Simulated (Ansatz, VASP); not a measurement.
# HfO2: VASP beside Ansatz

Wanted: the spread between two codes on one cell, functional and k mesh. The structure shown is the end of the Ansatz relaxation below.

Main program and level: Ansatz 0.2.0; plane waves, with VASP 6.6.1 beside it; single point at LDA.

### Step 1. Starting point

The structure is orthorhombic, space group Immm (No. 71). The conventional cell has a = 3.501 Å, b = 3.559 Å, c = 5.006 Å, α = 90.00°, β = 90.00°, γ = 90.00°. Nearest to O lie 4 Hf at 2.16 to 2.17 Å. Hf has 8 O at 2.16 to 2.17 Å nearest. Farther neighbours and most contacts between anions are not listed.

### Step 2. Ansatz: relaxation, LDA

Ansatz runs on its PAW soft_1 files.

This run makes the geometry at which the two programs are then compared.

The input, input.yaml:

```yaml
crystal:
  lattice:
    - [-0.0125043312, 2.488361918, 2.5008662492]
    - [2.488361918, -0.0125043312, 2.5008662492]
    - [2.4758575867, 2.4758575867, 0.0]
  atoms:
    - { symbol: O, position: [0.25, 0.25, 0.25] }
    - { symbol: O, position: [0.75, 0.75, 0.75] }
    - { symbol: Hf, position: [0.0, 0.0, 0.0] }
  conventional_axes: [[0, 0, 1], [1, -1, 0], [1, 1, -1]]
kpoints:
  mp_grid: { grid: [8, 8, 8] }
hamiltonian:
  xc: lda
  pseudopotentials: { kind: paw, azcp: { folder: soft_1 }, xc_functional: pbe }
scf:
  occupations: { method: fixed }
output:
  forces: true
  stress: true
  eigenvalues: true
relax:
  adjacent_minimum: "off"
  f_tol: 0.001
  max_steps: 60
  cell: { stress_tol: 0.01, fix: [a, angles] }
```

On the command line:

```bash
$ ansatz run input.yaml --threads 8 --pin off --max-ram 20480MiB --backend cpu --events-out ev --progress --plain --runs-dir out
```

Numbers of over 12 decimals in the logs are rounded to 6 here.

Output:

```text
Engine: ansatz 0.2.0, aarch64-unknown-linux-gnu
Pseudopotentials: kind: paw
Pseudopotential: O, paw, valence charge 6, recommended cutoff 420 eV (normal), soft_1/O.paw.azcp
Pseudopotential: Hf, paw, valence charge 26, recommended cutoff 420 eV (normal), soft_1/Hf.paw.azcp
Functional definition: SPW92
  exchange = slater_x
  correlation = pw_c
Crystal: 3 atoms, lattice volume = 30.970 Å³
Basis set: ecut = 420 eV, 609 PW (Γ)
Bands: 23, of which v1, the nominal top of the filled ones, is band 19 counted from 1 (18 counted from 0)
Symmetry: 8 space group operations
Space group: Immm (ITA 71), of the structure as read, at distance tolerance 3.1e-5 Å
k-points: 95 of 512
Non-local potential: O, projectors of the file, l = 0: 2, l = 1: 2, l = 2: 1
Non-local potential: Hf, projectors of the file, l = 0: 3, l = 1: 2, l = 2: 2, l = 3: 3
PAW form: soft (Blöchl's): semilocal exchange-correlation on the pseudo side does not see the compensation charge
PAW frozen core: O, regenerated for the run's functional, and the local potential with it (the file was generated under x = pbe(κ = 0.804, μ = 0.219515), c = pbe(β = 0.066725))
PAW frozen core: Hf, regenerated for the run's functional, and the local potential with it (the file was generated under x = pbe(κ = 0.804, μ = 0.219515), c = pbe(β = 0.066725))
PAW one-centre angular grid: O, 110 points (default); XC on 64 Gauss nodes
PAW one-centre angular grid: Hf, 590 points (default); XC on 64 Gauss nodes
Initial density: superposition of atomic densities (chi_scale 0.1, normalization cell, long waves kept (reshape's long-wave potential 0.00 eV rms))
Initial wavefunctions: pseudopotential atomic-orbital guess
Functional: x = slater, c = lda
SCF iter   1: F=—  HF=-16594.311375 eV  |F-HF|=—  |Δ(HF+E_count)|=         —  Δρ=9.07e-2  dr2=1.95e0  ethr=3.10e-3  ⟨swp⟩=4.0  Hψ=7240  notcnv=0  defer=180
preconditioner: auto → none  [insulator: Δε(μ)=3.088 eV  Ē_g=19.474 eV  n_scr=14 (ndim 8)  ℏωp=40.0 eV  f_vac=0.000  ε∞_Penn≈5.2]
SCF iter   2: F=—  HF=-16593.713703 eV  |F-HF|=—  |Δ(HF+E_count)|=   5.98e-1  Δρ=3.57e-2  dr2=3.30e-1  ethr=3.10e-3  ⟨swp⟩=2.4  Hψ=5140  notcnv=0  defer=172
SCF iter   3: F=—  HF=-16593.636400 eV  |F-HF|=—  |Δ(HF+E_count)|=   7.73e-2  Δρ=2.57e-2  dr2=1.13e-1  ethr=8.68e-4  ⟨swp⟩=2.0  Hψ=3801  notcnv=0  defer=190
SCF iter   4: F=—  HF=-16593.612970 eV  |F-HF|=—  |Δ(HF+E_count)|=   2.34e-2  Δρ=5.52e-3  dr2=4.61e-3  ethr=2.97e-4  ⟨swp⟩=2.7  Hψ=4365  notcnv=0  defer=190
SCF iter   5: F=—  HF=-16593.615142 eV  |F-HF|=—  |Δ(HF+E_count)|=   2.17e-3  Δρ=2.62e-3  dr2=7.02e-4  ethr=1.21e-5  ⟨swp⟩=2.0  Hψ=4414  notcnv=0  defer=190
SCF iter   6: F=—  HF=-16593.615460 eV  |F-HF|=—  |Δ(HF+E_count)|=   3.18e-4  Δρ=2.32e-4  dr2=5.14e-6  ethr=1.85e-6  ⟨swp⟩=2.0  Hψ=3612  notcnv=0  defer=190
SCF iter   7: F=—  HF=-16593.615462 eV  |F-HF|=—  |Δ(HF+E_count)|=   1.61e-6  Δρ=1.37e-5  dr2=3.75e-8  ethr=2.63e-10  ⟨swp⟩=7.3  Hψ=14115  notcnv=0
SCF iter   8: F=-16593.615462 eV  HF=-16593.615462 eV  |F-HF|=2.87e-10  |Δ(HF+E_count)|=   1.74e-8  Δρ=2.23e-6  dr2=5.56e-10  ethr=9.87e-11  ⟨swp⟩=3.3  Hψ=9696  notcnv=0
SCF 1 converged in 8 iterations: F = -16593.615462 eV  dr2 = 5.56e-10
  greatest PAW one-centre occupation: 0.999 electrons in one spin orbital (limit 2), on the Hf atom at site 2 (counted from 0), in its partial waves of l = 3
relax step   1: F+E_penalty+E_count = -16593.61546165 eV  Δ(F+E_penalty+E_count) = +0.000e0 eV  max|allowed force component| = 9.247e-2 eV/Å  Δτ_max = 0.0000 Å  P = +2.928 GPa  Ω = 30.970 Å³  fix = [a, alpha, beta, gamma]  reactions: a +4.937 GPa  (8 SCF iters, dr2 threshold 1.00e-7 eV, accepted)
[...]
relax step   4: F+E_penalty+E_count = -16593.61660004 eV  Δ(F+E_penalty+E_count) = -1.025e-4 eV  max|allowed force component| = 3.872e-4 eV/Å  Δτ_max = 0.0001 Å  P = +0.841 GPa  Ω = 31.185 Å³  energy of the carried Pulay correction = -1.121e-3 eV  fix = [a, alpha, beta, gamma]  reactions: a +2.526 GPa  (3 SCF iters, dr2 threshold 3.00e-7 eV, accepted)
[...]
relax step   5: F+E_penalty+E_count = -16593.61776434 eV  Δ(F+E_penalty+E_count) = -1.164e-3 eV  max|allowed force component| = 1.566e-4 eV/Å  Δτ_max = 0.0000 Å  P = +0.908 GPa  Ω = 31.185 Å³  fix = [a, alpha, beta, gamma]  reactions: a +2.564 GPa  stress off target by 1.14e-1 GPa on what of the cell is left free  SCF on the basis re-selected at this cell (its energy is not comparable with the rows above)  (7 SCF iters)
[...]
relax step   6: F+E_penalty+E_count = -16593.61772529 eV  Δ(F+E_penalty+E_count) = +3.905e-5 eV  max|allowed force component| = 2.840e-4 eV/Å  Δτ_max = 0.0001 Å  P = +0.834 GPa  Ω = 31.193 Å³  energy of the carried Pulay correction = -4.182e-5 eV  fix = [a, alpha, beta, gamma]  reactions: a +2.493 GPa  (3 SCF iters, dr2 threshold 3.22e-8 eV, accepted)
[...]
relax step   7: F+E_penalty+E_count = -16593.61778779 eV  Δ(F+E_penalty+E_count) = -6.250e-5 eV  max|allowed force component| = 2.409e-4 eV/Å  Δτ_max = 0.0000 Å  P = +0.835 GPa  Ω = 31.193 Å³  fix = [a, alpha, beta, gamma]  reactions: a +2.492 GPa  stress off target by 9.73e-3 GPa on what of the cell is left free  SCF on the basis re-selected at this cell (its energy is not comparable with the rows above)  (6 SCF iters)
basis re-selected at this cell: Δ(F+E_penalty+E_count) = -6.250e-5 eV, ΔP = +0.000 GPa vs the last step (what re-selecting the basis moved, of the pressure what is left beyond the Pulay correction that the steps carried, after the strain that the cell walked since its last selection, with what the two solves' SCF thresholds leave and, on support functions, any second-order correction that the steps lacked; it is no m [...]
SCF converged after 6 iterations
Free energy (F): -16593.617788 eV
Harris-Foulkes:  -16593.617788 eV  (|F-HF|=3.64e-12)
Internal energy: -16593.617788 eV  (E = F + TS)
E sigma→0 (E₀):  -16593.617788 eV
Fermi energy:    15.288549 eV
--- Per-component energies (eV) ---
  E_band       = 27.093728
  E_kinetic    = 744.163173
  E_local      = -6863.712266  (includes V_loc(G=0)·N_el)
  E_nonlocal   = 187.443696
  E_hartree    = 3278.459364
  E_xc         = -405.951703
  E_vxc        = -437.101361  (∫ρ·V_xc dr)
  E_paw        = -7761.314756  (= ΣΔE_a)
  E_vpaw       = -160.619891  (= ΣTr[D̂ρ^β])
  E_aug_tail   = 0.001637  (compensation charges beyond the density's cutoff)
  E_ewald      = -5775.357863
  E_core_change = 2.650931  (= ΣΔE_core)
  E_smearing   = -0.000000  (= −TS)
  E_closure    = -0.000000  (closes the sum)
  Σ components = -16593.617788   (vs F -16593.617788, Δ=0.00e0)
--- Forces (eV/Å), atoms counted from 1 ---
  atom   1  O     -0.00000000    -0.00000000    -0.00024093
  atom   2  O      0.00000000     0.00000000     0.00024093
  atom   3  Hf     0.00000000     0.00000000     0.00000000
  max |Σ_I F_I| component: 2.71e-20 eV/Å
--- Stress (GPa, compression-positive) ---
        1.250883       1.241155      -0.000000
        1.241155       1.250883      -0.000000
       -0.000000      -0.000000       0.002603
  P = ⅓ Tr σ = 0.8348 GPa (8.348 kbar)
--- Band table (eV; the first three rows and the last of 95) ---
  k-point 0: bands = [... 15 lower, 9.5730, 14.6093, 14.6249, 14.6618, 19.0347, 19.0685, 21.2290, 26.1305]
  k-point 1: bands = [... 15 lower, 10.0527, 14.1485, 14.2970, 14.3318, 19.3793, 19.3918, 21.8326, 25.4531]
  k-point 2: bands = [... 15 lower, 11.1434, 13.2067, 13.7519, 13.7533, 19.8505, 19.8964, 22.4119, 24.9146]
  k-point 94: bands = [... 15 lower, 11.7388, 13.5119, 13.6688, 15.2619, 18.9498, 20.8209, 22.2250, 23.6085]
--- Relaxed structure (5 steps of the walk, 5 accepted, 2 SCFs on fresh bases) ---
  F+E_penalty+E_count = -16593.61778779 eV   max|allowed force component| = 2.409e-4 eV/Å   (the final SCF, on the basis selected at the relaxed cell)
  cell:  # Å, volume = 31.1926 Å³
    - [-0.020543, 2.496401, 2.502776]
    - [2.496401, -0.020543, 2.502776]
    - [2.4758575867, 2.4758575867, -4.949986097176026e-11]
  atoms:
    - { symbol: O, position: [0.251387, 0.251387, 0.248613] }
    - { symbol: O, position: [0.748613, 0.748613, 0.751387] }
    - { symbol: Hf, position: [0, 0, 0] }
```

### Step 3. VASP: single point, LDA, pair 1

The same cell, functional (in two slightly different forms) and mesh now go to VASP, with its own data sets.

Lines of VASP's logs that name or quote its potential files are left out, and so is its time.

The input, INCAR:

```
SYSTEM = HfO2
PREC = Accurate
ENCUT = 600
EDIFF = 1E-06
NELM = 120
ISMEAR = 0
SIGMA = 0.01
LREAL = .FALSE.
ALGO = Normal
GGA = PW92
NBANDS = 17
LASPH = .TRUE.
LORBIT = 11
LWAVE = .FALSE.
LCHARG = .FALSE.
ISIF = 2
GGA_COMPAT = .FALSE.
EFERMI = MIDGAP
KPAR = 2
```

The input, POSCAR:

```
HfO2
1.0
   -0.0205434479      2.4964010346      2.5027757679
    2.4964010346     -0.0205434479      2.5027757679
    2.4758575867      2.4758575867      0.0000000000
O Hf
2 1
Direct
    0.2513866296      0.2513866296      0.2486133704
    0.7486133704      0.7486133704      0.7513866296
    0.0000000000      0.0000000000      0.0000000000
```

The input, KPOINTS:

```
Automatic mesh
0
Gamma
8 8 8
0 0 0
```

The projector-augmented-wave data sets are O and Hf_pv (LDA family, release 64).

On the command line:

```bash
$ mpirun -np 2 vasp_std
```

Output:

```text
[banner, memory and clock lines left out]
running    2 mpi-ranks, on    1 nodes
 distrk:  each k-point on    1 cores,    2 groups
 distr:  one band on    1 cores,    1 groups

 POSCAR found type information on POSCAR O Hf
 POSCAR found :  2 types and       3 ions
|                                                                             |
|               ----> ADVICE to this user running VASP <----                  |
|                                                                             |
|     You enforced a specific xc type in the INCAR file but a different       |
|     [... a line on the potential file left out ...]
|     I HOPE YOU KNOW WHAT YOU ARE DOING!                                     |
|                                                                             |

 LDA part: xc-table for (Slater(with rela. corr.)+PW92), standard interpolation
 POSCAR, INCAR and KPOINTS ok, starting setup
 FFT: planning ... GRIDC
 FFT: planning ... GRID_SOFT
 FFT: planning ... GRID
 WAVECAR not read
 entering main loop
       N       E                     dE             d eps       ncg     rms          rms(c)
DAV:   1     0.990703510753E+02    0.99070E+02   -0.13971E+04  3230   0.144E+03
DAV:   2    -0.347871105022E+02   -0.13386E+03   -0.12982E+03  4262   0.315E+02
DAV:   3    -0.386731031886E+02   -0.38860E+01   -0.38752E+01  3730   0.488E+01
DAV:   4    -0.386950100889E+02   -0.21907E-01   -0.21902E-01  4275   0.401E+00
DAV:   5    -0.386951411477E+02   -0.13106E-03   -0.13105E-03  3808   0.293E-01    0.543E+01
DAV:   6    -0.332966709426E+02    0.53985E+01   -0.22208E+01  3311   0.341E+01    0.460E+01
DAV:   7    -0.331506952166E+02    0.14598E+00   -0.74295E-01  3716   0.727E+00    0.304E+01
DAV:   8    -0.331027304236E+02    0.47965E-01   -0.21907E-01  3296   0.440E+00    0.808E+00
DAV:   9    -0.330873391628E+02    0.15391E-01   -0.45183E-02  3431   0.184E+00    0.245E+00
DAV:  10    -0.330869692314E+02    0.36993E-03   -0.23741E-03  4024   0.378E-01    0.889E-02
DAV:  11    -0.330869632152E+02    0.60163E-05   -0.12539E-04  3843   0.933E-02    0.550E-02
DAV:  12    -0.330869638741E+02   -0.65890E-06   -0.62059E-06  4096   0.197E-02
   1 F= -.33086964E+02 E0= -.33086964E+02  d E =0.000000E+00
```

OUTCAR, selected parts (step 3):

```text
ion  position               nearest neighbor table
   1  0.251  0.251  0.249-   3 2.16   3 2.16   3 2.17   3 2.17
   2  0.749  0.749  0.751-   3 2.16   3 2.16   3 2.17   3 2.17
   3  0.000  0.000  0.000-   2 2.16   1 2.16   2 2.16   1 2.16   2 2.17   2 2.17   1 2.17   1 2.17

  LATTYP: Found a body centered orthorhombic cell.
 ALAT       =     3.5013913776
 B/A-ratio  =     1.0165950158
 C/A-ratio  =     1.4295892678

 Subroutine GETGRP returns: Found  8 space group operations
 (whereof  8 operations were pure point group operations)

The static configuration has the point symmetry D_2h.

 Found     95 irreducible k-points:

   k-points           NKPTS =     95   k-points in BZ     NKDIM =     95   number of bands    NBANDS=     17

   dimension x,y,z NGX =    28 NGY =   28 NGZ =   28
   dimension x,y,z NGXF=    56 NGYF=   56 NGZF=   56

   ENCUT  =  600.0 eV  44.10 Ry    6.64 a.u.   7.06  7.06  6.99*2*pi/ulx,y,z

   NELECT =      22.0000    total number of electrons

 k-points in reciprocal lattice and weights: Automatic mesh
   0.00000000  0.00000000  0.00000000       0.002
   0.12500000  0.00000000  0.00000000       0.008
   0.25000000  0.00000000  0.00000000       0.008
   0.37500000  0.00000000  0.00000000       0.008
   0.50000000  0.00000000  0.00000000       0.004
   0.12500000  0.12500000  0.00000000       0.004
   0.25000000  0.12500000  0.00000000       0.008
   0.37500000  0.12500000  0.00000000       0.008
   0.50000000  0.12500000  0.00000000       0.008
[...]
0.25000000  0.25000000  0.50000000       0.004
  -0.25000000  0.25000000  0.50000000       0.004

 average (electrostatic) potential at core
       1 -70.3124       2 -70.3124       3 -37.0913

 E-fermi :   6.2970

 k-point     1 :       0.0000    0.0000    0.0000
  band No.  band energies     occupation
    ...
      7      -1.2424      2.00000
      8      -1.2080      2.00000
      9       3.7799      2.00000
     10       3.7948      2.00000
     11       3.8344      2.00000
     12       8.2046      0.00000
     13       8.2381      0.00000
     14      10.4854      0.00000
     15      15.3077      0.00000
     16      15.3476      0.00000
    ...

 k-point     2 :       0.1250    0.0000    0.0000
  band No.  band energies     occupation
    ...
      7      -1.0511      2.00000
      8      -0.8059      2.00000
      9       3.3517      2.00000
     10       3.4916      2.00000
     11       3.4925      2.00000
     12       8.5239      0.00000
     13       8.5664      0.00000
     14      11.0813      0.00000
     15      14.5133      0.00000
     16      15.0224      0.00000
    ...

 k-point     3 :       0.2500    0.0000    0.0000
  band No.  band energies     occupation
    ...
      7      -0.6671      2.00000
      8       0.2533      2.00000
      9       2.4363      2.00000
     10       2.9303      2.00000
     11       2.9614      2.00000
     12       8.9862      0.00000
     13       9.0549      0.00000
     14      11.6328      0.00000
     15      13.9316      0.00000
     16      14.4865      0.00000
    ...

  Total       -0.5219146     -0.5219146     -0.7699684      0.2388401      0.0000000      0.0000000
  in kB      -26.8076515    -26.8076515    -39.5487057     12.2677992      0.0000000      0.0000000
  external PRESSURE =     -31.0546696 kB  Pullay stress =       0.0000000 kB

  energy-cutoff  :      600.00
  volume of cell :       31.19
      direct lattice vectors                 reciprocal lattice vectors
    -0.020543448  2.496401035  2.502775768    -0.198653567  0.198653567  0.199778185
     2.496401035 -0.020543448  2.502775768     0.198653567 -0.198653567  0.199778185
     2.475857587  2.475857587  0.000000000     0.201950226  0.201950226 -0.199778185

 POSITION                                       TOTAL-FORCE (eV/Angst)
 -----------------------------------------------------------------------------------
      1.23793      1.23793      1.25833         0.000000      0.000000     -0.008518
      3.71379      3.71379      3.74722        -0.000000     -0.000000      0.008518
      0.00000      0.00000      0.00000         0.000000     -0.000000      0.000000
 -----------------------------------------------------------------------------------
    total drift:                               -0.000000     -0.000000      0.000000

  FREE ENERGIE OF THE ION-ELECTRON SYSTEM (eV)
  ---------------------------------------------------
  free  energy   TOTEN  =       -33.0869638741 eV

  energy  without entropy=      -33.0869638741  energy(sigma->0) =      -33.08696387

 total charge
# of ion       s       p       d       tot
------------------------------------------
    1        1.549   3.559   0.000   5.108
    2        1.549   3.559   0.000   5.108
    3        0.309   6.641   1.467   8.417
--------------------------------------------------
tot          3.406  13.759   1.467  18.632

[... 3 further parts left out ...]
```

The run ends at a pressure of -3.11 GPa, with forces up to 0.0085 eV/Å.

### Step 4. Comparison

Known differences besides the potentials themselves: fixed occupations in Ansatz, narrow Gaussian smearing in VASP; the data sets hold 38 valence electrons in Ansatz (on its PAW soft_1 files) and 22 in VASP; the cutoff is 420 eV in Ansatz and 600 eV in VASP; VASP's log shows a relativistic correction to its local exchange, Ansatz's none; Ansatz's pressure holds a Pulay correction, VASP's none. Total energies have different zeros and are not compared.

Both answers:

| quantity | Ansatz | VASP | difference |
| --- | --- | --- | --- |
| pressure (GPa) | 0.83 | -3.11 | +3.94 |
| gap on the k mesh (eV) | 3.661 | 3.704 | -0.043 |

At this near-relaxed geometry the largest component of a force difference is 8 meV/Å. A gap on the mesh is an upper bound, since the band edges may lie between its points; neither run holds spin-orbit coupling, which can move the band edges of a compound of Hf.

### Step 5. What the set-up changes

Further runs change the set-up of one program: Ansatz's method, potentials or start, or VASP's data sets, cutoff or form of LDA. The table gives Ansatz less VASP for each quantity, since a change that brings one quantity closer may part another.

| run | r.m.s. force difference (meV/Å) | pressure (GPa) | gap on the k mesh (eV) |
| --- | --- | --- | --- |
| as above | 3.9 | 3.9 | -0.043 |
| VASP with the data sets O and Hf_sv | 1.5 | 2.7 | -0.053 |

### Step 6. Ansatz: relaxation, LDA

This run makes the geometry at which the two programs are then compared. The cell compared in this pair holds 31.11 Å³, against 31.19 Å³ for the pair before.

The structure compared here is the end of the Ansatz relaxation.

input.yaml, the sections that differ from step 2:

```yaml
crystal:
  lattice:
    - [-0.0330477791, 2.4838967034, 2.5027757679]
    - [2.4838967034, -0.0330477791, 2.5027757679]
    - [2.4508489242, 2.4508489242, 0.0]
  atoms:
    - { symbol: O, position: [0.2513866296, 0.2513866296, 0.2486133704] }
    - { symbol: O, position: [0.7486133704, 0.7486133704, 0.7513866296] }
    - { symbol: Hf, position: [0.0, 0.0, 0.0] }
  conventional_axes: [[0, 0, 1], [1, -1, 0], [1, 1, -1]]
# kpoints, hamiltonian, scf, output, relax: as in step 2
```

On the command line:

```bash
$ ansatz run input.yaml --threads 8 --pin off --max-ram 20480MiB --backend cpu --events-out ev --progress --plain --runs-dir out
```

Output:

```text
[...]
Crystal: 3 atoms, lattice volume = 30.877 Å³
Basis set: ecut = 420 eV, 601 PW (Γ)
Bands: 23, of which v1, the nominal top of the filled ones, is band 19 counted from 1 (18 counted from 0)
Symmetry: 8 space group operations
[...]
k-points: 95 of 512
[...]
--- Relaxed structure (5 steps of the walk, 5 accepted, 2 SCFs on fresh bases) ---
[...]
cell:  # Å, volume = 31.1051 Å³
    - [-0.041229, 2.492078, 2.504940]
    - [2.492078, -0.041229, 2.504940]
    - [2.4508489242, 2.4508489242, -4.8962959756080504e-11]
  atoms:
    - { symbol: O, position: [0.252816, 0.252816, 0.247184] }
    - { symbol: O, position: [0.747184, 0.747184, 0.752816] }
    - { symbol: Hf, position: [0, 0, 0] }
[key lines of the parts left out:]
SCF converged after 6 iterations
Free energy (F): -16593.610368 eV
Fermi energy:    15.350731 eV
P = ⅓ Tr σ = 1.6868 GPa (16.868 kbar)
```

[end of part 1 of 2]

[Lines on the potential files, build, host, timing and source positions are cut from VASP's logs without a mark.]

[Logs are printed without paths, hosts, clocks, repeated set-up lines and the standing remarks that a program may print on its own settings, such as how far it seeks lower states.]

[Hosts, paths, dates, database ids (printed as entryN), source tags and the programs' standing remarks are cut or masked in the printed files.]
